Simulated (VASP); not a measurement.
Runs of VASP 6.6.1 on AlN. It takes space group P6_3mc (No. 186, hexagonal). The conventional cell has a = 3.128 Å, b = 3.128 Å, c = 5.016 Å, α = 90.00°, β = 90.00°, γ = 120.00°. Al (site symmetry 3m) has 4 N at 1.90 to 1.91 Å as nearest neighbours. Around N (site symmetry 3m) lie 4 Al at 1.90 to 1.91 Å. 

```csv
task,level,potentials or basis,cell,cutoff (eV),gap on the mesh (eV),pressure (GPa)
band structure,TB-mBJ,"VASP PAW PBE potentials, release 64 (Al, N)",as given,520,5.22,-
band structure,r2SCAN,"VASP PAW PBE potentials, release 64 (Al, N)",as given,520,4.73,-4.6
relaxation of cell and atoms,PBE,"VASP PAW PBE potentials, release 64 (Al, N)",relaxed,600,4.06,0.0
band structure,LDA,"VASP PAW LDA potentials, release 64 (Al, N)",as given,520,(a),-7.2
band structure,PBE,"VASP PAW PBE potentials, release 64 (Al, N)",as given,520,4.06,(b)
```

Alike in all rows: no spin polarisation; k mesh 12 × 12 × 6; smearing gaussian 0.03 eV.

Q: Fill in the values left out.

A: (a) 4.08; (b) 0.1.

Caveats: the PAW data sets were made with another functional, which shifts forces and pressure a little (some runs).

A k mesh can miss the band edges.
